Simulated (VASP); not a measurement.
Computed with LDA (Ceperley-Alder, Perdew-Zunger), VASP's LDA PAW potentials (set 64) (plane waves; VASP).

VASP input:

File POSCAR:
```
CeO2
3.791370
  0.0000000000   0.7071067938   0.7071067938
  0.7071067938   0.0000000000   0.7071067938
  0.7071067938   0.7071067938   0.0000000000
Ce O
1 2
Cart
  0.0000000000   0.0000000000   0.0000000000
  0.3535533969   0.3535533969   0.3535533969
  1.0606601907   1.0606601907   1.0606601907
```

KPOINTS:
```
k-points along high-symmetry lines
15
Line-mode
Reciprocal
  0.000000   0.000000   0.000000 ! GAMMA
  0.500000   0.000000   0.500000 ! X

  0.500000   0.000000   0.500000 ! X
  0.625000   0.250000   0.625000 ! U

  0.375000   0.375000   0.750000 ! K
  0.000000   0.000000   0.000000 ! GAMMA

  0.000000   0.000000   0.000000 ! GAMMA
  0.500000   0.500000   0.500000 ! L

  0.500000   0.500000   0.500000 ! L
  0.500000   0.250000   0.750000 ! W

  0.500000   0.250000   0.750000 ! W
  0.500000   0.000000   0.500000 ! X
```

### INCAR
```
ALGO = Normal
EDIFF = 1E-7
ENCUT = 520
ICHARG = 11
ISMEAR = 0
LASPH = .TRUE.
LCHARG = .FALSE.
LMAXMIX = 6
LORBIT = 11
LREAL = .FALSE.
LWAVE = .FALSE.
NELM = 100
PREC = Accurate
SIGMA = 0.05
SYSTEM = CeO2
```

POTCAR, in this order: Ce O (LDA.64 set). Program: vasp_std. Read from the step before: CHGCAR.

The resulting files:

### OSZICAR
```
       N       E                     dE             d eps       ncg     rms          rms(c)
DAV:   1     0.172663738459E+03    0.17266E+03   -0.11991E+04  2888   0.194E+03
DAV:   2     0.754457160429E-02   -0.17266E+03   -0.16722E+03  4008   0.284E+02
DAV:   3    -0.279927802220E+02   -0.28000E+02   -0.26960E+02  4144   0.125E+02
DAV:   4    -0.289797129710E+02   -0.98693E+00   -0.97372E+00  3824   0.247E+01
DAV:   5    -0.290442079779E+02   -0.64495E-01   -0.64492E-01  4704   0.523E+00
DAV:   6    -0.290468441285E+02   -0.26362E-02   -0.26361E-02  4344   0.897E-01
DAV:   7    -0.290469244955E+02   -0.80367E-04   -0.80367E-04  4728   0.162E-01
DAV:   8    -0.290469272249E+02   -0.27295E-05   -0.27295E-05  4376   0.314E-02
DAV:   9    -0.290469274096E+02   -0.18468E-06   -0.18469E-06  4496   0.668E-03
DAV:  10    -0.290469274181E+02   -0.85047E-08   -0.84772E-08  2696   0.153E-03
   1 F= -.29046927E+02 E0= -.29046927E+02  d E =-.506754E-19
```

File OUTCAR:
```
 val. band max:        5.2826907980   @ k =   0.2679   0.2679   0.5357

 cond. band min:       7.2145315429   @ k =   0.5000   0.5000   0.5000



 k-point     1 :       0.0000    0.0000    0.0000
  band No.  band energies     occupation
      1     -26.8666      2.00000
      2     -10.8224      2.00000
      3      -9.8321      2.00000
      4      -9.0478      2.00000
      5      -9.0478      2.00000
      6      -9.0478      2.00000
      7       1.1711      2.00000
      8       1.1711      2.00000
      9       1.1711      2.00000
     10       4.5696      2.00000
     11       4.5696      2.00000
     12       4.5696      2.00000
     13       7.5522      0.00000
     14       7.5523      0.00000
     15       7.5523      0.00000
     16       7.8576      0.00000

 k-point     2 :       0.0357    0.0000    0.0357
  band No.  band energies     occupation
      1     -26.8623      2.00000
      2     -10.9077      2.00000
      3      -9.8438      2.00000
      4      -9.0576      2.00000
      5      -9.0576      2.00000
      6      -8.9556      2.00000
      7       1.1944      2.00000
      8       1.1944      2.00000
      9       1.2094      2.00000
     10       4.5144      2.00000
     11       4.5815      2.00000
     12       4.5815      2.00000
     13       7.5471      0.00000
     14       7.5532      0.00000
     15       7.5532      0.00000
     16       7.8598      0.00000

 k-point     3 :       0.0714    0.0000    0.0714
  band No.  band energies     occupation
      1     -26.8505      2.00000
      2     -11.1222      2.00000
      3      -9.8799      2.00000
      4      -9.0864      2.00000
      5      -9.0864      2.00000
      6      -8.7202      2.00000
      7       1.2635      2.00000
      8       1.2635      2.00000
      9       1.3227      2.00000
     10       4.3538      2.00000
     11       4.6161      2.00000
     12       4.6161      2.00000
     13       7.5321      0.00000
     14       7.5561      0.00000
...
```

The density is held fixed in this step, so its total energy and stress have no physical meaning.

The compound is CeO2 in the fluorite structure. It was relaxed first. The run is not spin-polarised, so no magnetic state was tried.
